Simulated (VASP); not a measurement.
Here is the system:

```yaml
crystal:
  lattice:
    - [0.00000, 2.96924, 2.96924]
    - [2.96924, 0.00000, 2.96924]
    - [2.96924, 2.96924, 0.00000]
  atoms:
    - { symbol: Mg, position: [0.00000, 0.00000, 0.00000] }
    - { symbol: Se, position: [0.25000, 0.25000, 0.25000] }
```

Computed with r2SCAN meta-GGA, VASP's PBE PAW potentials (set 64) (plane waves; VASP). Settings: 400 eV cut-off, 9×9×9 Γ-centred mesh, tetrahedra with Blöchl corrections, potentials Mg Se.

Give the energies of bands 2 to 7 at the high-symmetry points, in eV from the valence-band maximum.

```csv
band,Γ,X,U,L,W
2,0.00,-2.94,-2.62,-3.22,-2.45
3,0.00,-1.12,-1.95,-0.37,-1.91
4,0.00,-1.12,-0.89,-0.37,-1.40
5,3.34,3.88,4.80,4.92,5.66
6,7.78,5.51,7.02,7.53,7.91
7,7.78,11.68,9.87,7.53,8.26
```

The gap is direct, 3.34 eV, from the valence maximum at Γ to the conduction minimum at Γ.

The structure was generated: MgSe was put into the zinc blende type (F-43m), which need not be its known phase. It was relaxed first.
